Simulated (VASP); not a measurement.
Calculation: revTPSS meta-GGA, VASP's PBE PAW potentials (set 64) (plane waves; VASP).

VASP ran on this input.

KPOINTS:
```
Automatic mesh
0
Gamma
10 10 10
0 0 0
```

File POSCAR:
```
BAs
1
    0.0000000000     2.4164191254     2.4164191254
    2.4164191254     0.0000000000     2.4164191254
    2.4164191254     2.4164191254     0.0000000000
B As
1 1
Direct
  0.0000000000   0.0000000000   0.0000000000
  0.2500000000   0.2500000000   0.2500000000
```

**INCAR**
```
SYSTEM = BAs
PREC = Accurate; ENCUT = 520; LREAL = .False.
LASPH = .True.
EDIFF = 1E-7; NELM = 100; ALGO = Normal
LMAXMIX = 4; LMIXTAU = .True.
ISMEAR = 0; SIGMA = 0.05
METAGGA = RTPSS
ISIF = 2
LWAVE = .False.; LCHARG = .False.
```

POTCAR, in this order: B As (PBE.64 set). Program: vasp_std.

### Question
Predict the energy per atom (σ→0), pressure.

### Answer

The energy per atom (σ→0) is -2.755 eV/atom and the pressure comes out as -3.81 GPa.

OSZICAR:
```
...
DAV:  16    -0.550898968751E+01   -0.13989E-03   -0.76166E-04   912   0.274E-01    0.123E-01
DAV:  17    -0.550925348481E+01   -0.26380E-03   -0.22027E-04   976   0.200E-01    0.590E-03
DAV:  18    -0.550925712551E+01   -0.36407E-05   -0.68274E-06   848   0.305E-02    0.486E-03
DAV:  19    -0.550925748570E+01   -0.36019E-06   -0.77325E-06   776   0.313E-02    0.271E-03
DAV:  20    -0.550926046922E+01   -0.29835E-05   -0.17307E-06   752   0.184E-02    0.332E-03
DAV:  21    -0.550926078706E+01   -0.31784E-06   -0.12031E-07  1008   0.532E-03    0.132E-03
DAV:  22    -0.550926081832E+01   -0.31261E-07   -0.37981E-08   376   0.281E-03
   1 F= -.55092608E+01 E0= -.55092608E+01  d E =-.355460E-12
```

The compound is BAs in the zinc blende structure. This cell is one point of a volume scan, at 1.03 of the reference volume.
